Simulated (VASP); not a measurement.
Given:

```yaml
crystal:
  lattice:
    - [4.16209, 0.00000, 0.00000]
    - [0.00000, 4.16209, 0.00000]
    - [0.00000, 0.00000, 4.16209]
  atoms:
    - { symbol: K, position: [0.00000, 0.00000, 0.00000] }
    - { symbol: Zn, position: [0.50000, 0.50000, 0.50000] }
    - { symbol: F, position: [0.50000, 0.00000, 0.50000] }
    - { symbol: F, position: [0.00000, 0.50000, 0.50000] }
    - { symbol: F, position: [0.50000, 0.50000, 0.00000] }
```

Method: PW91 GGA, VASP's PBE PAW potentials (set 64) (plane waves; VASP). Run with 520 eV cut-off, 6×6×6 Γ-centred mesh, Gaussian smearing of 0.050 eV, potentials K_sv Zn F.

Give the stress tensor in GPa (positive for a compressed cell).

```
-1.87   0.00   0.00
 0.00  -1.87   0.00
 0.00   0.00  -1.87
```
The pressure is its mean diagonal, -1.87 GPa.

The compound is KZnF3 in the cubic perovskite structure. This cell is one point of a volume scan, at 1.03 of the reference volume.
